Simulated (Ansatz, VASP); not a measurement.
# MgSiCO in two plane-wave programs, part 2 of 3

One calculation is typed for both programs; each brings its own data sets. How far apart do they land? The cell is generated by rule, not measured, and may not be a known phase. The cell is taken from a series of runs on this material, whose earlier steps may have relaxed, scaled, displaced or heated it; both programs get it as it stands.

VASP 6.6.1 and Ansatz 0.2.0.

So far: Set-up; VASP: zone-centre phonons, PBE.

**2. VASP: zone-centre phonons, PBE (continued)**

Level of this step: PBE; plane waves and PAW (C, Mg, O, Si); invented cell (VASP).

From OUTCAR (step 2):

```text
ion  position               nearest neighbor table
   1  0.333  0.667  0.180-   7 1.84   8 2.00   8 2.00   8 2.00
   2  0.667  0.333  0.414-   8 1.81   3 2.11   3 2.11   3 2.11
   3  0.333  0.667  0.505-   5 2.05   2 2.11   2 2.11   2 2.11   4 3.23   4 3.23   4 3.23   8 3.36
                             8 3.36   8 3.36
   4  0.667  0.333  0.750-   5 1.96   5 1.96   5 1.96   6 2.17   3 3.23   3 3.23   3 3.23   7 3.34
                             7 3.34   7 3.34
   5  0.333  0.667  0.696-   4 1.96   4 1.96   4 1.96   3 2.05
   6  0.667  0.333  0.952-   7 1.97   7 1.97   7 1.97   4 2.17
   7  0.333  0.667  0.008-   1 1.84   6 1.97   6 1.97   6 1.97   4 3.34   4 3.34   4 3.34
   8  0.667  0.333  0.245-   2 1.81   1 2.00   1 2.00   1 2.00   3 3.36   3 3.36   3 3.36

  LATTYP: Found a hexagonal cell.
 ALAT       =     3.2436953550
 C/A-ratio  =     3.3026019198

 Subroutine GETGRP returns: Found  6 space group operations
 (whereof  6 operations were pure point group operations)

The static configuration has the point symmetry C_3v.

 Found     69 irreducible k-points:

   k-points           NKPTS =     69   k-points in BZ     NKDIM =     69   number of bands    NBANDS=     24

   dimension x,y,z NGX =    28 NGY =   28 NGZ =   90
   dimension x,y,z NGXF=    56 NGYF=   56 NGZF=  180

   ENCUT  =  600.0 eV  44.10 Ry    6.64 a.u.   6.48  6.48 21.40*2*pi/ulx,y,z

   NELECT =      32.0000    total number of electrons

 k-points in reciprocal lattice and weights: Automatic mesh
   0.00000000  0.00000000  0.00000000       0.002
   0.08333333 -0.00000000  0.00000000       0.010
   0.16666667  0.00000000  0.00000000       0.010
   0.25000000  0.00000000  0.00000000       0.010
   0.33333333  0.00000000  0.00000000       0.010
   0.41666667  0.00000000  0.00000000       0.010
   0.50000000  0.00000000  0.00000000       0.005
   0.08333333  0.08333333  0.00000000       0.010
   0.16666667  0.08333333  0.00000000       0.021
[...]
0.33333333  0.25000000  0.50000000       0.021
   0.33333333  0.33333333  0.50000000       0.003

 average (electrostatic) potential at core
[...]
1.62185      0.93637     10.20270        -0.000000      0.000000     -0.034488
     -0.00000      1.87275      0.08704         0.000000      0.000000     -0.011492
      1.62185      0.93637      2.62504         0.000000      0.000000     -0.013276
 -----------------------------------------------------------------------------------
    total drift:                                0.000000      0.000000     -0.000716

 Eigenvectors and eigenvalues of the dynamical matrix
 ----------------------------------------------------

   1 f  =   26.636202 THz   167.360195 2PiTHz  888.488072 cm-1   110.158432 meV
             X         Y         Z           dx          dy          dz
     -0.000000  1.872748  1.925414     0.000000   -0.000000   -0.075967
      1.621848  0.936374  4.430429    -0.000000   -0.000000    0.862060
     -0.000000  1.872748  5.409991     0.000000    0.000000   -0.137537
      1.621848  0.936374  8.035636    -0.000000   -0.000000    0.044458
     -0.000000  1.872748  7.456120    -0.000000    0.000000   -0.042990
      1.621848  0.936374 10.202702     0.000000   -0.000000   -0.061198
     -0.000000  1.872748  0.087044    -0.000000    0.000000    0.111754
      1.621848  0.936374  2.625043     0.000000    0.000000   -0.460551

   2 f  =   23.702777 THz   148.928939 2PiTHz  790.639528 cm-1    98.026764 meV
             X         Y         Z           dx          dy          dz
     -0.000000  1.872748  1.925414     0.000000    0.000000   -0.913163
      1.621848  0.936374  4.430429    -0.000000    0.000000   -0.001781
     -0.000000  1.872748  5.409991     0.000000   -0.000000    0.036490
      1.621848  0.936374  8.035636    -0.000000   -0.000000   -0.014810
     -0.000000  1.872748  7.456120    -0.000000    0.000000   -0.003098
      1.621848  0.936374 10.202702     0.000000    0.000000    0.030432
     -0.000000  1.872748  0.087044    -0.000000    0.000000    0.343015
      1.621848  0.936374  2.625043     0.000000   -0.000000    0.214442

   3 f  =   16.897266 THz   106.168653 2PiTHz  563.632122 cm-1    69.881445 meV
             X         Y         Z           dx          dy          dz
     -0.000000  1.872748  1.925414     0.000007   -0.854961   -0.000000
      1.621848  0.936374  4.430429     0.000000   -0.039329   -0.000000
     -0.000000  1.872748  5.409991    -0.000000    0.012910   -0.000000
      1.621848  0.936374  8.035636     0.000000   -0.017084   -0.000000
     -0.000000  1.872748  7.456120    -0.000000    0.025704   -0.000000
      1.621848  0.936374 10.202702    -0.000000    0.013975    0.000000
     -0.000000  1.872748  0.087044    -0.000000    0.044654   -0.000000
      1.621848  0.936374  2.625043    -0.000004    0.513991    0.000000

   4 f  =   16.897266 THz   106.168653 2PiTHz  563.632122 cm-1    69.881445 meV
             X         Y         Z           dx          dy          dz
     -0.000000  1.872748  1.925414    -0.854961   -0.000007   -0.000000
      1.621848  0.936374  4.430429    -0.039329   -0.000000    0.000000
     -0.000000  1.872748  5.409991     0.012910    0.000000   -0.000000
      1.621848  0.936374  8.035636    -0.017084   -0.000000   -0.000000
     -0.000000  1.872748  7.456120     0.025704    0.000000   -0.000000
      1.621848  0.936374 10.202702     0.013975    0.000000    0.000000
     -0.000000  1.872748  0.087044     0.044654    0.000000   -0.000000
      1.621848  0.936374  2.625043     0.513991    0.000004    0.000000

   5 f  =   16.157951 THz   101.523400 2PiTHz  538.971231 cm-1    66.823886 meV
             X         Y         Z           dx          dy          dz
     -0.000000  1.872748  1.925414    -0.000000   -0.023181   -0.000000
      1.621848  0.936374  4.430429    -0.000000   -0.034282    0.000000
     -0.000000  1.872748  5.409991     0.000000    0.042720   -0.000000
      1.621848  0.936374  8.035636     0.000007    0.621842    0.000000
     -0.000000  1.872748  7.456120    -0.000008   -0.780636   -0.000000
      1.621848  0.936374 10.202702    -0.000000   -0.005673    0.000000
     -0.000000  1.872748  0.087044    -0.000000   -0.005032   -0.000000
      1.621848  0.936374  2.625043     0.000000    0.018044    0.000000

   6 f  =   16.157951 THz   101.523400 2PiTHz  538.971231 cm-1    66.823886 meV
             X         Y         Z           dx          dy          dz
     -0.000000  1.872748  1.925414    -0.023181    0.000000   -0.000000
      1.621848  0.936374  4.430429    -0.034282    0.000000   -0.000000
     -0.000000  1.872748  5.409991     0.042720   -0.000000   -0.000000
      1.621848  0.936374  8.035636     0.621842   -0.000007   -0.000000
     -0.000000  1.872748  7.456120    -0.780636    0.000008   -0.000000
      1.621848  0.936374 10.202702    -0.005673    0.000000   -0.000000
     -0.000000  1.872748  0.087044    -0.005032    0.000000   -0.000000
      1.621848  0.936374  2.625043     0.018044   -0.000000   -0.000000

   7 f  =   15.239428 THz    95.752148 2PiTHz  508.332588 cm-1    63.025180 meV
             X         Y         Z           dx          dy          dz
     -0.000000  1.872748  1.925414    -0.000000    0.061860   -0.000000
      1.621848  0.936374  4.430429     0.000001   -0.840252    0.000000
     -0.000000  1.872748  5.409991    -0.000001    0.535509   -0.000000
      1.621848  0.936374  8.035636     0.000000   -0.039703    0.000000
     -0.000000  1.872748  7.456120    -0.000000    0.033237   -0.000000
      1.621848  0.936374 10.202702    -0.000000    0.010991    0.000000
     -0.000000  1.872748  0.087044     0.000000   -0.008204   -0.000000
      1.621848  0.936374  2.625043    -0.000000    0.022584    0.000000

   8 f  =   15.239428 THz    95.752148 2PiTHz  508.332588 cm-1    63.025180 meV
             X         Y         Z           dx          dy          dz
     -0.000000  1.872748  1.925414    -0.061860   -0.000000    0.000000
      1.621848  0.936374  4.430429     0.840252    0.000001    0.000000
     -0.000000  1.872748  5.409991    -0.535509   -0.000001    0.000000
      1.621848  0.936374  8.035636     0.039703    0.000000    0.000000
     -0.000000  1.872748  7.456120    -0.033237   -0.000000    0.000000
      1.621848  0.936374 10.202702    -0.010991   -0.000000    0.000000
     -0.000000  1.872748  0.087044     0.008204    0.000000   -0.000000
      1.621848  0.936374  2.625043    -0.022584   -0.000000    0.000000

   9 f  =   15.059078 THz    94.618979 2PiTHz  502.316778 cm-1    62.279315 meV
             X         Y         Z           dx          dy          dz
     -0.000000  1.872748  1.925414    -0.000000   -0.000000    0.133979
      1.621848  0.936374  4.430429     0.000000   -0.000000   -0.301034
     -0.000000  1.872748  5.409991    -0.000000    0.000000    0.252790
      1.621848  0.936374  8.035636     0.000000   -0.000000   -0.091889
     -0.000000  1.872748  7.456120    -0.000000   -0.000000    0.104156
      1.621848  0.936374 10.202702     0.000000    0.000000   -0.403612
     -0.000000  1.872748  0.087044    -0.000000    0.000000    0.653272
      1.621848  0.936374  2.625043     0.000000    0.000000   -0.467510

  10 f  =   13.085875 THz    82.220977 2PiTHz  436.497802 cm-1    54.118806 meV
             X         Y         Z           dx          dy          dz
     -0.000000  1.872748  1.925414     0.000000    0.000000    0.063824
      1.621848  0.936374  4.430429     0.000000    0.000000    0.012266
     -0.000000  1.872748  5.409991    -0.000000   -0.000000    0.125428
      1.621848  0.936374  8.035636    -0.000000   -0.000000    0.434005
     -0.000000  1.872748  7.456120     0.000000   -0.000000   -0.836816
      1.621848  0.936374 10.202702    -0.000000    0.000000   -0.244249
     -0.000000  1.872748  0.087044     0.000000    0.000000    0.095347
      1.621848  0.936374  2.625043     0.000000   -0.000000    0.150575

  11 f  =   12.714115 THz    79.885140 2PiTHz  424.097226 cm-1    52.581331 meV
             X         Y         Z           dx          dy          dz
     -0.000000  1.872748  1.925414     0.000000   -0.000000   -0.058207
      1.621848  0.936374  4.430429     0.000000    0.000000   -0.013192
     -0.000000  1.872748  5.409991    -0.000000   -0.000000    0.614686
      1.621848  0.936374  8.035636     0.000000   -0.000000   -0.333298
    [... 145 further lines ...]
     -0.000000  1.872748  0.087044     0.000090   -0.740183   -0.000000
      1.621848  0.936374  2.625043     0.000008   -0.065452   -0.000000

 ELASTIC MODULI CONTR FROM IONIC RELAXATION (kBar)
 Direction    XX          YY          ZZ          XY          YZ          ZX
 --------------------------------------------------------------------------------
 XX        -489.6771    186.0540    288.5431      0.0000     -7.8263      0.0000
 YY         186.0540   -489.6771    288.5431      0.0000      7.8263     -0.0000
 ZZ         288.5431    288.5431  -1294.1513     -0.0000      0.0000      0.0000
 XY           0.0000      0.0000     -0.0000   -337.8655     -0.0000      0.8839
 YZ          -7.8263      7.8263      0.0000     -0.0000   -230.3316      0.0000
 ZX           0.0000     -0.0000      0.0000      0.8839      0.0000   -266.4957
 --------------------------------------------------------------------------------
```

(Continued in part 3 of 3.)

[Lines on the potential files, build, host, timing and source positions are cut from VASP's logs without a mark.]

[Logs are printed without paths, hosts, clocks, repeated set-up lines and the standing remarks that a program may print on its own settings, such as how far it seeks lower states.]

[Hosts, paths, dates, database ids (printed as entryN), source tags and the programs' standing remarks are cut or masked in the printed files.]
